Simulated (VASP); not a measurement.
OSZICAR of a VASP run on Nd (space group P6_3/mmc):

File OSZICAR:
```
       N       E                     dE             d eps       ncg     rms          rms(c)
DAV:   1     0.661299634861E+03    0.66130E+03   -0.14100E+04  2568   0.162E+03
DAV:   2     0.109393005373E+03   -0.55191E+03   -0.54085E+03  3520   0.460E+02
DAV:   3    -0.295774461387E+01   -0.11235E+03   -0.10564E+03  4421   0.244E+02
DAV:   4    -0.189512756323E+02   -0.15994E+02   -0.14959E+02  4688   0.113E+02
DAV:   5    -0.233469370670E+02   -0.43957E+01   -0.42073E+01  4976   0.513E+01    0.616E+01
DAV:   6    -0.733831150852E+02   -0.50036E+02   -0.73692E+02  4136   0.148E+02    0.899E+01
DAV:   7    -0.259146865294E+02    0.47468E+02   -0.62545E+01  3957   0.804E+01    0.529E+01
DAV:   8    -0.265243134783E+02   -0.60963E+00   -0.22808E+02  4168   0.940E+01    0.692E+01
DAV:   9    -0.280186537622E+02   -0.14943E+01   -0.15590E+02  4907   0.746E+01    0.727E+01
DAV:  10    -0.327090708915E+02   -0.46904E+01   -0.33550E+01  4809   0.447E+01    0.736E+01
DAV:  11    -0.335640873762E+02   -0.85502E+00   -0.62480E+00  4992   0.142E+01    0.768E+01
DAV:  12    -0.334384454719E+02    0.12564E+00   -0.21480E+00  4984   0.713E+00    0.777E+01
DAV:  13    -0.364861981067E+02   -0.30478E+01   -0.20687E+00  4609   0.772E+00    0.910E+01
DAV:  14    -0.282909250098E+02    0.81953E+01   -0.71171E+00  4145   0.164E+01    0.527E+01
DAV:  15    -0.239347032240E+02    0.43562E+01   -0.34661E+01  4450   0.300E+01    0.206E+01
DAV:  16    -0.244711620469E+02   -0.53646E+00   -0.38754E+00  4785   0.120E+01    0.216E+01
DAV:  17    -0.245302968198E+02   -0.59135E-01   -0.10060E+00  4904   0.513E+00    0.220E+01
DAV:  18    -0.245365585283E+02   -0.62617E-02   -0.58230E-01  4816   0.300E+00    0.210E+01
DAV:  19    -0.245546668865E+02   -0.18108E-01   -0.88713E-01  4864   0.347E+00    0.191E+01
DAV:  20    -0.245528314878E+02    0.18354E-02   -0.54123E-01  4776   0.230E+00    0.197E+01
DAV:  21    -0.244883359972E+02    0.64495E-01   -0.80690E-01  4353   0.427E+00    0.150E+01
DAV:  22    -0.247159269522E+02   -0.22759E+00   -0.16448E+00  4753   0.515E+00    0.117E+01
DAV:  23    -0.248070397387E+02   -0.91113E-01   -0.71184E-01  4880   0.276E+00    0.108E+01
DAV:  24    -0.248821483609E+02   -0.75109E-01   -0.54487E-01  4920   0.183E+00    0.107E+01
DAV:  25    -0.248518462058E+02    0.30302E-01   -0.35037E-01  4801   0.136E+00    0.107E+01
DAV:  26    -0.249041036872E+02   -0.52257E-01   -0.30255E-01  4792   0.140E+00    0.103E+01
DAV:  27    -0.249261646032E+02   -0.22061E-01   -0.21073E-01  4961   0.966E-01    0.104E+01
DAV:  28    -0.250519577565E+02   -0.12579E+00   -0.26549E-01  4288   0.177E+00    0.105E+01
DAV:  29    -0.252697386535E+02   -0.21778E+00   -0.40454E-01  4576   0.229E+00    0.133E+01
DAV:  30    -0.253569926150E+02   -0.87254E-01   -0.27187E-01  4968   0.199E+00    0.152E+01
DAV:  31    -0.253556099323E+02    0.13827E-02   -0.15254E-01  4920   0.102E+00    0.158E+01
DAV:  32    -0.253756635003E+02   -0.20054E-01   -0.10999E-01  4744   0.852E-01    0.167E+01
DAV:  33    -0.253460538950E+02    0.29610E-01   -0.66064E-02  4601   0.668E-01    0.162E+01
DAV:  34    -0.253913234375E+02   -0.45270E-01   -0.56228E-02  4736   0.593E-01    0.174E+01
DAV:  35    -0.253708252192E+02    0.20498E-01   -0.38014E-02  4628   0.436E-01    0.170E+01
DAV:  36    -0.253584429660E+02    0.12382E-01   -0.22712E-02  4817   0.256E-01    0.166E+01
DAV:  37    -0.253440944028E+02    0.14349E-01   -0.20243E-02  4780   0.299E-01    0.164E+01
DAV:  38    -0.253472697753E+02   -0.31754E-02   -0.16679E-02  4888   0.179E-01    0.164E+01
DAV:  39    -0.253600926553E+02   -0.12823E-01   -0.14826E-02  4745   0.204E-01    0.169E+01
DAV:  40    -0.253089251533E+02    0.51168E-01   -0.32738E-02  4512   0.865E-01    0.144E+01
DAV:  41    -0.253024861462E+02    0.64390E-02   -0.20398E-02  4784   0.542E-01    0.126E+01
DAV:  42    -0.253268784102E+02   -0.24392E-01   -0.15330E-02  4625   0.493E-01    0.116E+01
DAV:  43    -0.253757775734E+02   -0.48899E-01   -0.11660E-01  4112   0.129E+00    0.714E+00
DAV:  44    -0.254368087151E+02   -0.61031E-01   -0.67421E-02  4962   0.108E+00    0.468E+00
DAV:  45    -0.255334409801E+02   -0.96632E-01   -0.73855E-02  4656   0.114E+00    0.350E+00
DAV:  46    -0.255610700722E+02   -0.27629E-01   -0.38660E-02  4961   0.668E-01    0.331E+00
DAV:  47    -0.255855556439E+02   -0.24486E-01   -0.63789E-02  4712   0.986E-01    0.248E+00
DAV:  48    -0.255611703039E+02    0.24385E-01   -0.34314E-02  4682   0.799E-01    0.231E+00
DAV:  49    -0.255540711519E+02    0.70992E-02   -0.15133E-02  4920   0.408E-01    0.241E+00
DAV:  50    -0.255580841271E+02   -0.40130E-02   -0.83550E-03  4865   0.202E-01    0.236E+00
DAV:  51    -0.255438329322E+02    0.14251E-01   -0.18975E-02  4488   0.649E-01    0.211E+00
DAV:  52    -0.255500206945E+02   -0.61878E-02   -0.10006E-02  4704   0.267E-01    0.212E+00
DAV:  53    -0.255413527592E+02    0.86679E-02   -0.73604E-03  4760   0.222E-01    0.219E+00
DAV:  54    -0.256126780008E+02   -0.71325E-01   -0.44305E-02  4240   0.108E+00    0.207E+00
DAV:  55    -0.256124307534E+02    0.24725E-03   -0.15920E-02  4897   0.474E-01    0.209E+00
DAV:  56    -0.255799263682E+02    0.32504E-01   -0.71966E-03  4409   0.501E-01    0.216E+00
DAV:  57    -0.255252427369E+02    0.54684E-01   -0.26268E-02  4536   0.947E-01    0.235E+00
DAV:  58    -0.255262988901E+02   -0.10562E-02   -0.95929E-03  4946   0.478E-01    0.231E+00
DAV:  59    -0.255314515689E+02   -0.51527E-02   -0.55420E-03  4592   0.358E-01    0.242E+00
DAV:  60    -0.255330181025E+02   -0.15665E-02   -0.54550E-03  4897   0.298E-01    0.243E+00
DAV:  61    -0.255032806361E+02    0.29737E-01   -0.61155E-02  4368   0.141E+00    0.300E+00
DAV:  62    -0.255346146142E+02   -0.31334E-01   -0.16817E-02  4769   0.724E-01    0.275E+00
DAV:  63    -0.255368567899E+02   -0.22422E-02   -0.10297E-02  4848   0.340E-01    0.275E+00
DAV:  64    -0.255414947619E+02   -0.46380E-02   -0.51531E-03  4801   0.191E-01    0.275E+00
DAV:  65    -0.255482488573E+02   -0.67541E-02   -0.37027E-03  4936   0.188E-01    0.267E+00
DAV:  66    -0.256329047371E+02   -0.84656E-01   -0.57027E-01  4520   0.393E+00    0.148E+00
DAV:  67    -0.256892245923E+02   -0.56320E-01   -0.76237E-02  4857   0.191E+00    0.118E+00
DAV:  68    -0.257075192418E+02   -0.18295E-01   -0.62140E-02  4560   0.126E+00    0.988E-01
DAV:  69    -0.257130692229E+02   -0.55500E-02   -0.69295E-02  4696   0.160E+00    0.103E+00
DAV:  70    -0.257163407379E+02   -0.32715E-02   -0.31252E-02  4920   0.684E-01    0.911E-01
DAV:  71    -0.257168780220E+02   -0.53728E-03   -0.26683E-02  4888   0.567E-01    0.874E-01
DAV:  72    -0.257185079270E+02   -0.16299E-02   -0.12618E-02  4520   0.539E-01    0.688E-01
DAV:  73    -0.257177260219E+02    0.78191E-03   -0.68926E-03  4872   0.301E-01    0.596E-01
DAV:  74    -0.257198472680E+02   -0.21212E-02   -0.49552E-03  4696   0.269E-01    0.552E-01
DAV:  75    -0.257210534847E+02   -0.12062E-02   -0.42083E-03  4624   0.232E-01    0.524E-01
DAV:  76    -0.257208040240E+02    0.24946E-03   -0.30454E-03  4656   0.180E-01    0.548E-01
DAV:  77    -0.257211002652E+02   -0.29624E-03   -0.23192E-03  4048   0.755E-02    0.521E-01
DAV:  78    -0.257215909225E+02   -0.49066E-03   -0.18429E-03  4272   0.825E-02    0.493E-01
DAV:  79    -0.257217372786E+02   -0.14636E-03   -0.15024E-03  3688   0.565E-02    0.469E-01
DAV:  80    -0.257218001718E+02   -0.62893E-04   -0.13028E-03  3576   0.583E-02    0.445E-01
DAV:  81    -0.257215397981E+02    0.26037E-03   -0.12534E-03  4392   0.977E-02    0.443E-01
DAV:  82    -0.257216370575E+02   -0.97259E-04   -0.10204E-03  3560   0.685E-02    0.420E-01
DAV:  83    -0.257217488463E+02   -0.11179E-03   -0.91591E-04  3208   0.584E-02    0.423E-01
DAV:  84    -0.257218427465E+02   -0.93900E-04   -0.99926E-04  4432   0.853E-02    0.402E-01
DAV:  85    -0.257218002237E+02    0.42523E-04   -0.10954E-03  4360   0.919E-02    0.405E-01
DAV:  86    -0.257219744989E+02   -0.17428E-03   -0.11611E-03  4488   0.111E-01    0.386E-01
DAV:  87    -0.257215801394E+02    0.39436E-03   -0.18182E-03  4480   0.149E-01    0.382E-01
DAV:  88    -0.257214165202E+02    0.16362E-03   -0.20378E-03  4560   0.159E-01    0.361E-01
DAV:  89    -0.257217569898E+02   -0.34047E-03   -0.12478E-03  3712   0.938E-02    0.358E-01
DAV:  90    -0.257219336551E+02   -0.17667E-03   -0.11462E-03  3808   0.847E-02    0.345E-01
DAV:  91    -0.257144516735E+02    0.74820E-02   -0.39948E-02  4152   0.951E-01    0.402E-01
DAV:  92    -0.257214992004E+02   -0.70475E-02   -0.36135E-03  4507   0.371E-01    0.295E-01
DAV:  93    -0.257221903718E+02   -0.69117E-03   -0.19056E-03  4288   0.105E-01    0.276E-01
DAV:  94    -0.257224342362E+02   -0.24386E-03   -0.88901E-04  3657   0.702E-02    0.269E-01
DAV:  95    -0.257225412879E+02   -0.10705E-03   -0.60594E-04  3401   0.516E-02    0.265E-01
DAV:  96    -0.257223433199E+02    0.19797E-03   -0.58995E-03  4520   0.374E-01    0.272E-01
DAV:  97    -0.257229873501E+02   -0.64403E-03   -0.91495E-04  4499   0.155E-01    0.247E-01
DAV:  98    -0.257230075015E+02   -0.20151E-04   -0.57636E-04  3440   0.415E-02    0.241E-01
DAV:  99    -0.257227265964E+02    0.28091E-03   -0.56187E-04  4338   0.954E-02    0.238E-01
DAV: 100    -0.257227230249E+02    0.35715E-05   -0.73210E-04  4392   0.971E-02
   1 F= -.25722723E+02 E0= -.25662709E+02  d E =-.120029E+00  mag=    16.7925
```

Task: Which electronic solver shows in the log?

Result: It is blocked Davidson (ALGO = Normal, or the opening steps of other solvers). The INCAR had ALGO = Normal.

Task: How was spin treated?

Result: Collinear spin (ISPIN = 2): the summary line carries one mag value, 16.79 μB in the cell.

Task: Can the final energy be trusted as converged?

Result: The run did not converge; its last values are not results. It stopped with EDIFF = 1E-6, NELM = 100 (PBE GGA, plane waves, VASP's PBE PAW potentials (set 64)).  The run has a spin-polarised start.

The structure comes from a computed database's Nd entry; how it stands against other phases isn't given here. The cell was not relaxed at this level. VASP warned that the highest band is occupied, so more bands are needed.
